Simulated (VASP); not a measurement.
Method: rev-vdW-DF2, VASP's PBE PAW potentials (set 64) (plane waves; VASP 6.6.1).

Input for VASP

**POSCAR**
```
SnTe
1
    0.0000000000     3.2157604553     3.2157604553
    3.2157604553     0.0000000000     3.2157604553
    3.2157604553     3.2157604553     0.0000000000
Sn Te
1 1
Direct
  0.0000000000   0.0000000000   0.0000000000
  0.5000000000   0.5000000000   0.5000000000
```

**KPOINTS**
```
Automatic mesh
0
Gamma
7 7 7
0 0 0
```

**INCAR**
```
# general
SYSTEM   = SnTe
PREC     = Accurate
ENCUT    = 520
LREAL    = .FALSE.
LASPH    = .TRUE.

# electronic loop
EDIFF    = 1E-7
NELM     = 100
ALGO     = Normal
LMAXMIX  = 4

# smearing
ISMEAR   = 0
SIGMA    = 0.05

# functional
GGA      = MK
LUSE_VDW = .TRUE.
AGGAC    = 0.0
PARAM1   = 0.1234568
PARAM2   = 0.7114
ZAB_VDW  = -1.8867

# ions
ISIF     = 2

# output
LWAVE    = .FALSE.
LCHARG   = .FALSE.
```

POTCAR, in this order: Sn_d Te (PBE.64 set). Program: vasp_std.

What VASP printed:

### OSZICAR
```
       N       E                     dE             d eps       ncg     rms          rms(c)
DAV:   1     0.128598698483E+03    0.12860E+03   -0.97580E+03   560   0.161E+03
DAV:   2     0.844824698579E+01   -0.12015E+03   -0.11843E+03   584   0.372E+02
DAV:   3    -0.285899936791E+01   -0.11307E+02   -0.11209E+02   728   0.102E+02
DAV:   4    -0.316119728481E+01   -0.30220E+00   -0.30209E+00   654   0.182E+01
DAV:   5    -0.317443576537E+01   -0.13238E-01   -0.13238E-01   790   0.355E+00    0.396E+00
DAV:   6    -0.310026468727E+01    0.74171E-01   -0.20481E-01   664   0.319E+00    0.252E+00
DAV:   7    -0.310207914820E+01   -0.18145E-02   -0.55259E-02   674   0.124E+00    0.895E-01
DAV:   8    -0.310297283471E+01   -0.89369E-03   -0.63834E-03   620   0.745E-01    0.152E-01
DAV:   9    -0.310306806696E+01   -0.95232E-04   -0.68832E-04   678   0.251E-01    0.343E-02
DAV:  10    -0.310307724141E+01   -0.91745E-05   -0.74281E-05   596   0.697E-02    0.273E-02
DAV:  11    -0.310308288770E+01   -0.56463E-05   -0.24486E-05   602   0.387E-02    0.185E-02
DAV:  12    -0.310308295767E+01   -0.69971E-07   -0.15028E-06   698   0.943E-03    0.921E-03
DAV:  13    -0.310308273883E+01    0.21884E-06   -0.93305E-08   420   0.205E-03    0.447E-03
DAV:  14    -0.310308264805E+01    0.90779E-07   -0.20064E-07   402   0.500E-03
   1 F= -.31030826E+01 E0= -.31030826E+01  d E =-.350702E-18
```

File OUTCAR:
```
------------------------ aborting loop because EDIFF is reached ----------------------------------------
  FORCE on cell =-STRESS in cart. coord.  units (eV):
  Direction    XX          YY          ZZ          XY          YZ          ZX
  --------------------------------------------------------------------------------------
  Total       -0.4943335     -0.4943335     -0.4943335      0.0000000     -0.0000000      0.0000000
  in kB      -11.9082949    -11.9082949    -11.9082949      0.0000000     -0.0000000      0.0000000
  external PRESSURE =     -11.9082949 kB  Pullay stress =       0.0000000 kB
  volume of cell :       66.51
      direct lattice vectors                 reciprocal lattice vectors
     0.000000000  3.215760455  3.215760455    -0.155484218  0.155484218  0.155484218
     3.215760455  0.000000000  3.215760455     0.155484218 -0.155484218  0.155484218
     3.215760455  3.215760455  0.000000000     0.155484218  0.155484218 -0.155484218
 POSITION                                       TOTAL-FORCE (eV/Angst)
 -----------------------------------------------------------------------------------
      0.00000      0.00000      0.00000        -0.000000     -0.000000     -0.000000
      3.21576      3.21576      3.21576         0.000000      0.000000      0.000000
 -----------------------------------------------------------------------------------
    total drift:                               -0.000000      0.000000      0.000000
  FREE ENERGIE OF THE ION-ELECTRON SYSTEM (eV)
  ---------------------------------------------------
  free  energy   TOTEN  =        -3.1030826480 eV

  energy  without entropy=       -3.1030826480  energy(sigma->0) =       -3.10308265
```
(Selected blocks of OUTCAR.)

The compound is SnTe in the rock salt structure, which distorts at low temperature. This cell is one point of a volume scan, at 1.03 of the reference volume.
